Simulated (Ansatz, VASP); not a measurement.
# Al22Ge19O71 (glassy 63GeO2-37Al2O3 (mol %)): VASP beside Ansatz

One calculation is typed for both programs; each brings its own data sets and cutoff. How far apart do they land? The cell is taken from a series of runs on this material, whose earlier steps may have relaxed or scaled it; both programs get it as it stands.

Calculated with Ansatz 0.2.0; plane waves, with VASP 6.6.1 beside it; single point at PBE.

## Step 1: The structure

The cell holds 112 atoms: 19 Ge, 22 Al and 71 O. Cell: a = 11.365 Å, b = 11.365 Å, c = 11.365 Å, α = 90.0°, β = 90.0°, γ = 90.0°. As first built, before any earlier steps moved the atoms: 112 atoms (19 Ge, 22 Al, 71 O) placed at random at 3.4 g/cm^3, melted at 4000 K for 10 ps at fixed volume with the Morse and Coulomb pair potential with partial charges (Pedone, Malavasi, Menziani, Cormack and Segre, J. Phys. Chem. B 110, 11780 (2006)). Quenched from 4000 K to 300 K at 20 K/ps and fixed volume, held 10 ps at zero pressure.

## Step 2: VASP: single point, PBE

With cell and atoms fixed, the geometry can't cause a difference; cores, projectors, grids and the points listed under the comparison can.

Lines of VASP's logs that name or quote its potential files are left out, and so is its time.

Input file INCAR:

```
SYSTEM = Al22Ge19O71
PREC = Accurate
ENCUT = 520
EDIFF = 1E-05
NELM = 100
ISMEAR = -1
SIGMA = 0.05
LREAL = Auto
ALGO = Fast
GGA = PE
NBANDS = 457
LORBIT = 11
LWAVE = .FALSE.
LCHARG = .FALSE.
ISIF = 2
```

Input file POSCAR:

```
Al22Ge19O71
1.0
   11.3648800000      0.0000000000      0.0000000000
    0.0000000000     11.3648800000      0.0000000000
    0.0000000000      0.0000000000     11.3648800000
Ge Al O
19 22 71
Direct
    0.9231300000      0.0910100000      0.1986800000
    0.5871600000      0.3614600000      0.2070600000
    0.2512200000      0.2625900000      0.6204000000
    0.6355300000      0.1530900000      0.8109700000
    0.9153800000      0.3735900000      0.2833300000
    0.7182900000      0.5839100000      0.2605900000
    0.9373300000      0.0271100000      0.7270600000
    0.8203900000      0.7629300000      0.0749000000
    0.1135900000      0.5671000000      0.4655800000
    0.4965400000      0.4147500000      0.5596100000
    0.6767000000      0.0087200000      0.0795400000
    0.2396500000      0.4013600000      0.8682200000
    0.4902400000      0.7941700000      0.7054400000
    0.0138900000      0.7819700000      0.3111600000
    0.3778700000      0.8286400000      0.3435600000
    0.0003600000      0.4573800000      0.0163500000
    0.2177100000      0.6718000000      0.7264500000
    0.6445400000      0.7882700000      0.4565500000
    0.9036200000      0.7559900000      0.8371400000
    0.6211700000      0.6613600000      0.9475400000
    0.7308000000      0.0248900000      0.5757900000
    0.8969900000      0.5274300000      0.6637800000
    0.9778800000      0.3420200000      0.5498600000
    0.6297300000      0.5688300000      0.7425600000
    0.8709000000      0.2950000000      0.8202700000
    0.3586400000      0.5734900000      0.0684800000
    0.7049600000      0.3953200000      0.9489900000
    0.3136300000      0.0900100000      0.4365600000
    0.5886900000      0.1298600000      0.3358600000
    0.7142300000      0.2619700000      0.4621500000
[... 76 atom lines left out ...]
    0.2261400000      0.4773600000      0.4114000000
    0.9824200000      0.8297500000      0.4477000000
    0.9954500000      0.5063400000      0.5453100000
    0.2246800000      0.3053100000      0.1831300000
    0.0742400000      0.0948500000      0.1773800000
    0.5270000000      0.8419300000      0.3886200000
```

Input file KPOINTS:

```
Automatic mesh
0
Gamma
1 1 1
0 0 0
```

PAW data sets: Ge_d, Al and O (PBE family, release 64).

On the command line:

```sh
export OMP_NUM_THREADS=5
mpirun -np 1 vasp_gam
```

Numbers of over 12 decimals in the logs are rounded to 6 here.

What it wrote:

```text
[banner, memory and clock lines left out]
running    1 mpi-ranks, on    1 nodes
[...]
Offloading initialized ...    1 GPUs detected
[...]
LDA part: xc-table for (Slater+PW92), standard interpolation
 POSCAR, INCAR and KPOINTS ok, starting setup
[...]
entering main loop
       N       E                     dE             d eps       ncg     rms          rms(c)
DAV:   1     0.240295931131E+05    0.24030E+05   -0.24985E+05  1202   0.371E+03
DAV:   2     0.488682560477E+04   -0.19143E+05   -0.18072E+05   946   0.108E+03
DAV:   3    -0.190437280294E+03   -0.50773E+04   -0.47631E+04  1018   0.369E+02
DAV:   4    -0.847925747625E+03   -0.65749E+03   -0.64580E+03  1067   0.154E+02
[...]
RMM:  13    -0.749582665099E+03   -0.27624E-02   -0.41339E-02  1376   0.299E-01    0.228E-01
RMM:  14    -0.749581667941E+03    0.99716E-03   -0.80162E-03  1330   0.154E-01    0.337E-02
RMM:  15    -0.749581933788E+03   -0.26585E-03   -0.29022E-03  1571   0.744E-02    0.313E-02
WARNING in EDDRMM: call to ZHEGV failed, returncode =   6  3    375
RMM:  16    -0.749581978176E+03   -0.44387E-04   -0.71492E-04  1405   0.289E-02    0.116E-02
RMM:  17    -0.749581993042E+03   -0.14867E-04   -0.15777E-04  1257   0.145E-02    0.104E-02
WARNING in EDDRMM: call to ZHEGV failed, returncode =   6  3    309
RMM:  18    -0.749581997039E+03   -0.39968E-05   -0.52751E-05   838   0.932E-03
   1 F= -.74958200E+03 E0= -.74958200E+03  d E =-.426377E-10
```

OUTCAR, selected parts (step 2):

```text
  FREE ENERGIE OF THE ION-ELECTRON SYSTEM (eV)
  ---------------------------------------------------
  free  energy   TOTEN  =      -749.5819970392 eV

  energy  without entropy=     -749.5819970391  energy(sigma->0) =     -749.58199704

[... 2 further parts left out ...]
[key lines of the parts left out:]
E-fermi :   3.4619
```

The run ends at a pressure of 10.38 GPa, with forces up to 5.7 eV/Å.

## Step 3: Ansatz: single point, PBE

Ansatz runs on its default PAW (the set named soft_2) files.

The same cell, functional, mesh and smearing now go to Ansatz, which takes its cutoff from its data sets.

Input file input.yaml:

```yaml
crystal:
  lattice:
    - [11.36488, 0.0, 0.0]
    - [0.0, 11.36488, 0.0]
    - [0.0, 0.0, 11.36488]
  atoms:
    - { symbol: Ge, position: [0.92313, 0.09101, 0.19868] }
    - { symbol: Ge, position: [0.58716, 0.36146, 0.20706] }
    - { symbol: Ge, position: [0.25122, 0.26259, 0.6204] }
    - { symbol: Ge, position: [0.63553, 0.15309, 0.81097] }
    - { symbol: Ge, position: [0.91538, 0.37359, 0.28333] }
    - { symbol: Ge, position: [0.71829, 0.58391, 0.26059] }
    - { symbol: Ge, position: [0.93733, 0.02711, 0.72706] }
    - { symbol: Ge, position: [0.82039, 0.76293, 0.0749] }
    - { symbol: Ge, position: [0.11359, 0.5671, 0.46558] }
    - { symbol: Ge, position: [0.49654, 0.41475, 0.55961] }
    - { symbol: Ge, position: [0.6767, 0.00872, 0.07954] }
    - { symbol: Ge, position: [0.23965, 0.40136, 0.86822] }
    - { symbol: Ge, position: [0.49024, 0.79417, 0.70544] }
    - { symbol: Ge, position: [0.01389, 0.78197, 0.31116] }
    - { symbol: Ge, position: [0.37787, 0.82864, 0.34356] }
    - { symbol: Ge, position: [0.00036, 0.45738, 0.01635] }
    - { symbol: Ge, position: [0.21771, 0.6718, 0.72645] }
    - { symbol: Ge, position: [0.64454, 0.78827, 0.45655] }
    - { symbol: Ge, position: [0.90362, 0.75599, 0.83714] }
    - { symbol: Al, position: [0.62117, 0.66136, 0.94754] }
    - { symbol: Al, position: [0.7308, 0.02489, 0.57579] }
    - { symbol: Al, position: [0.89699, 0.52743, 0.66378] }
    - { symbol: Al, position: [0.97788, 0.34202, 0.54986] }
    - { symbol: Al, position: [0.62973, 0.56883, 0.74256] }
    - { symbol: Al, position: [0.8709, 0.295, 0.82027] }
    - { symbol: Al, position: [0.35864, 0.57349, 0.06848] }
    - { symbol: Al, position: [0.70496, 0.39532, 0.94899] }
    - { symbol: Al, position: [0.31363, 0.09001, 0.43656] }
    - { symbol: Al, position: [0.58869, 0.12986, 0.33586] }
    - { symbol: Al, position: [0.71423, 0.26197, 0.46215] }
[... 76 atom lines left out ...]
    - { symbol: O, position: [0.22614, 0.47736, 0.4114] }
    - { symbol: O, position: [0.98242, 0.82975, 0.4477] }
    - { symbol: O, position: [0.99545, 0.50634, 0.54531] }
    - { symbol: O, position: [0.22468, 0.30531, 0.18313] }
    - { symbol: O, position: [0.07424, 0.09485, 0.17738] }
    - { symbol: O, position: [0.527, 0.84193, 0.38862] }
kpoints:
  mp_grid: { grid: [1, 1, 1] }
hamiltonian:
  xc: pbe
scf:
  occupations: { method: fermi_dirac, width: 0.05 }
output:
  forces: true
  eigenvalues: true
  populations: true
  stress: true
```

On the command line:

```sh
ansatz run input.yaml --threads 8 --pin off --max-ram 15872MiB --backend cpu --events-out ev --progress --plain --runs-dir out
```

What it wrote:

```text
Engine: ansatz 0.2.0, aarch64-unknown-linux-gnu
Pseudopotentials: kind: paw
Pseudopotential: Ge, paw, valence charge 14, recommended cutoff 420 eV (normal), Ge.paw.azcp
Pseudopotential: Al, paw, valence charge 3, recommended cutoff 420 eV (normal), Al.paw.azcp
Pseudopotential: O, paw, valence charge 6, recommended cutoff 420 eV (normal), O.paw.azcp
Functional definition: PBE
  parameter kappa = 0.804
  parameter beta = 0.066725
  exchange = pbe_x(kappa = kappa, mu = beta*pi^2/3)
  correlation = pbe_c(beta = beta)
Crystal: 112 atoms, lattice volume = 1467.894 Å³
Basis set: ecut = 420 eV, 28545 PW (Γ), exchange–correlation on 160×160×160 points (8 copies of the dense FFT grid, shifted against one another)
Bands: 491, of which v1, the nominal top of the filled ones, is band 379 counted from 1 (378 counted from 0)
Symmetry: 1 space group operations
Space group: P1 (ITA 1), of the structure as read, at distance tolerance 1.1e-4 Å
k-points: 1
Non-local potential: Ge, projectors of the file, l = 0: 2, l = 1: 2, l = 2: 3, l = 3: 1
Non-local potential: Al, projectors of the file, l = 0: 2, l = 1: 2, l = 2: 1
Non-local potential: O, projectors of the file, l = 0: 2, l = 1: 2, l = 2: 1
PAW form: soft (Blöchl's): semilocal exchange-correlation on the pseudo side does not see the compensation charge
PAW one-centre angular grid: Ge, 590 points (default); XC on 64 Gauss nodes
PAW one-centre angular grid: Al, 110 points (default); XC on 64 Gauss nodes
PAW one-centre angular grid: O, 110 points (default); XC on 64 Gauss nodes
Initial density: superposition of atomic densities (neutral atoms: chi_scale 0, normalization atom), corrected by the library's trained network
Initial wavefunctions: pseudopotential atomic-orbital guess
Functional: x = pbe(κ = 0.804, μ = 0.219515), c = pbe(β = 0.066725)
SCF iter   1: F=—  HF=-133768.952674 eV  |F-HF|=—  |Δ(HF+E_count)|=         —  Δρ=2.48e-3  dr2=1.16e-1  ethr=1.77e-3  ⟨swp⟩=6.0  Hψ=1870  notcnv=0  defer=88
preconditioner: auto → Resta (q_TF=auto, 2.444 Å⁻¹)  ε∞=2.9  [insulator: Δε(μ)=2.600 eV  Ē_g=19.396 eV  σ=0.050 eV  W_gap=1.00  n_scr=364 (ndim 8)  ℏωp=26.7 eV  f_vac=0.152  D(μ)=0.00/eV (n_scr^D=0)  ε∞_Penn≈2.9]
SCF iter   2: F=—  HF=-133768.955911 eV  |F-HF|=—  |Δ(HF+E_count)|=   3.24e-3  Δρ=1.31e-3  dr2=2.39e-2  ethr=1.53e-5  ⟨swp⟩=2.0  Hψ=739  notcnv=0  defer=100
SCF iter   3: F=—  HF=-133768.959490 eV  |F-HF|=—  |Δ(HF+E_count)|=   3.58e-3  Δρ=5.44e-4  dr2=5.85e-3  ethr=3.16e-6  ⟨swp⟩=2.0  Hψ=597  notcnv=0  defer=100
SCF iter   4: F=—  HF=-133768.959714 eV  |F-HF|=—  |Δ(HF+E_count)|=   2.24e-4  Δρ=1.68e-4  dr2=4.59e-4  ethr=7.72e-7  ⟨swp⟩=2.0  Hψ=627  notcnv=0  defer=100
SCF iter   5: F=—  HF=-133768.959825 eV  |F-HF|=—  |Δ(HF+E_count)|=   1.11e-4  Δρ=1.11e-4  dr2=1.51e-4  ethr=6.05e-8  ⟨swp⟩=2.0  Hψ=759  notcnv=0  defer=100
SCF iter   6: F=—  HF=-133768.959800 eV  |F-HF|=—  |Δ(HF+E_count)|=   2.47e-5  Δρ=2.81e-5  dr2=1.09e-5  ethr=2.00e-8  ⟨swp⟩=2.0  Hψ=759  notcnv=0  defer=100
SCF iter   7: F=—  HF=-133768.957311 eV  |F-HF|=—  |Δ(HF+E_count)|=   2.49e-3  Δρ=1.36e-5  dr2=2.34e-6  ethr=1.44e-9  ⟨swp⟩=2.0  Hψ=765  notcnv=0  defer=100
SCF iter   8: F=—  HF=-133768.957312 eV  |F-HF|=—  |Δ(HF+E_count)|=   1.17e-6  Δρ=5.47e-6  dr2=3.83e-7  ethr=3.09e-10  ⟨swp⟩=2.0  Hψ=765  notcnv=0  defer=100
SCF iter   9: F=-133768.957312 eV  HF=-133768.957312 eV  |F-HF|=5.65e-9  |Δ(HF+E_count)|=   2.85e-7  Δρ=2.10e-6  dr2=5.70e-8  ethr=1.32e-11  ⟨swp⟩=13.0  Hψ=2524  notcnv=0
SCF 1 converged in 9 iterations: F = -133768.957312 eV  dr2 = 5.70e-8
  greatest PAW one-centre occupation: 0.999 electrons in one spin orbital (limit 2), on the Ge atom at site 7 (counted from 0), in its partial waves of l = 2
SCF converged after 9 iterations
Free energy (F): -133768.957312 eV
Harris-Foulkes:  -133768.957312 eV  (|F-HF|=5.65e-9)
Internal energy: -133768.957312 eV  (E = F + TS)
E sigma→0 (E₀):  -133768.957312 eV
Fermi energy:    5.664645 eV
--- Per-component energies (eV) ---
  E_band       = -5323.512989
  E_kinetic    = 15306.634799
  E_local      = -94474.338833  (includes V_loc(G=0)·N_el)
  E_nonlocal   = 11761.280492
  E_hartree    = 39748.321966
  E_xc         = -7562.072720
  E_vxc        = -8571.538194  (∫ρ·V_xc dr)
  E_paw        = -60076.386681  (= ΣΔE_a)
  E_vpaw       = -8842.375528  (= ΣTr[D̂ρ^β])
  E_aug_tail   = 0.186519  (compensation charges beyond the density's cutoff)
  E_ewald      = -38472.582854
  E_smearing   = -0.000000  (= −TS)
  E_closure    = -0.000000  (closes the sum)
  Σ components = -133768.957312   (vs F -133768.957312, Δ=0.00e0)
--- Forces (eV/Å), atoms counted from 1 ---
  atom   1  Ge    -0.14796216     1.20083686    -0.43743370
  atom   2  Ge     0.13512360     0.96379755    -2.12286844
  atom   3  Ge     2.89598383     1.37956217     0.66503520
  atom   4  Ge     0.15159509    -1.59633645     2.53242787
[...]
atom  93  O      0.71220710     0.41876315    -0.17513350
  atom  94  O      0.55934318    -0.93287829    -0.13831844
  atom  95  O      0.43481680     1.69227178    -0.59192525
  atom  96  O     -1.61166168     0.54772089     1.94442047
  atom  97  O      0.42594689    -0.80942566     0.26439930
  atom  98  O     -1.35932761    -0.76686563    -0.75442338
  atom  99  O     -1.22852200     1.91922571    -0.52270132
  atom 100  O     -2.25489088     0.23215046     0.91753233
  atom 101  O     -1.67835261    -0.06331432     1.24236032
  atom 102  O     -0.82173045     0.64877533     0.23703398
  atom 103  O      0.81278994    -1.60152581     1.28396534
  atom 104  O     -1.68460497     2.12352391    -1.79087178
  atom 105  O     -2.73083875     0.96956712    -0.65058799
  atom 106  O      2.40323882    -1.48443259    -2.36036575
  atom 107  O      1.75951449    -0.20102982    -0.10747224
  atom 108  O     -0.72949556     1.07563427     2.03361486
  atom 109  O     -0.99345578    -1.44012994    -0.06082296
  atom 110  O     -0.89259123    -0.07101310     0.46830195
  atom 111  O     -0.59452388    -0.75460181    -0.99969254
  atom 112  O     -1.26421660     1.78664188    -1.61808084
  max |Σ_I F_I| component: 1.48e-4 eV/Å
--- Stress (GPa, compression-positive) ---
       10.622274       0.082963      -0.391878
        0.082961      10.398785      -0.341680
       -0.391867      -0.341666      11.494021
  P = ⅓ Tr σ = 10.8384 GPa (108.384 kbar)
--- Band table (eV) ---
  k-point 0: bands = [... 375 lower, 4.0921, 4.1695, 4.2855, 4.3386, 6.9742, 8.0861, 8.3595, 8.5196, ... 108 higher]
--- Löwdin populations: 112 sites ---
  site symbol       q [e]
     0     Ge     12.3490
     1     Ge     12.3425
     2     Ge     12.3579
     3     Ge     12.3204
     4     Ge     12.3762
     5     Ge     12.3303
     6     Ge     12.3512
     7     Ge     12.4238
     8     Ge     12.3494
     9     Ge     12.3700
    10     Ge     12.3578
    11     Ge     12.3495
    12     Ge     12.3406
    13     Ge     12.3748
    14     Ge     12.3451
    15     Ge     12.3636
    16     Ge     12.3473
    17     Ge     12.3190
    18     Ge     12.3910
    19     Al      1.6433
    20     Al      1.5764
    21     Al      1.5951
    22     Al      1.6547
    23     Al      1.6232
[...]
104      O      6.8051
   105      O      6.7518
   106      O      6.7734
   107      O      6.8063
   108      O      6.7914
   109      O      6.8441
   110      O      6.8011
   111      O      6.7654
  spilling = 0.006272 (of n_electrons = 758.000000)
```

The column dr2 measures how far the density is from self-consistency, as an energy; F and HF (Harris–Foulkes) agree once it is small.

The run ends at a pressure of 10.84 GPa, with forces up to 5.8 eV/Å.

## Step 4: Comparison

Known differences besides the PAW data sets themselves: the cutoff is 420 eV in Ansatz and 520 eV in VASP (PREC = Accurate, projectors in real space); VASP leaves aspherical gradient terms in its spheres out (LASPH is not set), Ansatz keeps them. Total energies have different zeros and are not compared.

The two programs side by side:

```
              quantity  Ansatz   VASP  difference
        pressure (GPa)   10.84  10.38       +0.46
gap on the k mesh (eV)   2.636  2.607      +0.029
```

Forces on 10 of the 112 atoms, picked by the larger force of the two programs (eV/Å; atoms numbered as in POSCAR):

```
atom         Ansatz x, y, z           VASP x, y, z
 Ge3    2.896, 1.380, 0.665    2.722, 1.427, 0.675
 Ge7   2.181, -0.786, 5.264   2.182, -0.768, 5.179
Al22    2.876, 0.742, 2.270    2.951, 0.729, 2.259
Al28   2.928, -1.491, 0.095   2.917, -1.494, 0.124
Al34  1.455, -2.666, -0.687  1.443, -2.659, -0.653
 O60  -4.063, 0.197, -1.810  -3.842, 0.181, -1.753
 O78  -1.129, 0.459, -3.492  -1.090, 0.422, -3.348
 O87   1.499, -2.489, 2.996   1.449, -2.421, 2.910
O104  -1.685, 2.124, -1.791  -1.655, 2.018, -1.721
O106  2.403, -1.484, -2.360  2.346, -1.440, -2.298
```

The forces differ by 49 meV/Å r.m.s., which is 4.1 % of the r.m.s. force of 1.19 eV/Å (both taken over all components).

## Step 5: What came out

```yaml
r_m_s_force_difference_single_point_pbe: 4.1 % of the r.m.s. force
```

What this shows: The r.m.s. force difference is 4.1 % of the r.m.s. force (single point, PBE), beyond the 3 % picked in this series as the mark of a large difference. No further run was made for the single point, PBE pair, so its cause stays open. Differences of this kind measure data sets and numerical settings, not the functional's error against experiment.

[Lines on the potential files, build, host, timing and source positions are cut from VASP's logs without a mark.]

[Logs are printed without paths, hosts, clocks, repeated set-up lines and the standing remarks that a program may print on its own settings, such as how far it seeks lower states.]

[Hosts, paths, dates, database ids (printed as entryN), source tags and the programs' standing remarks are cut or masked in the printed files.]
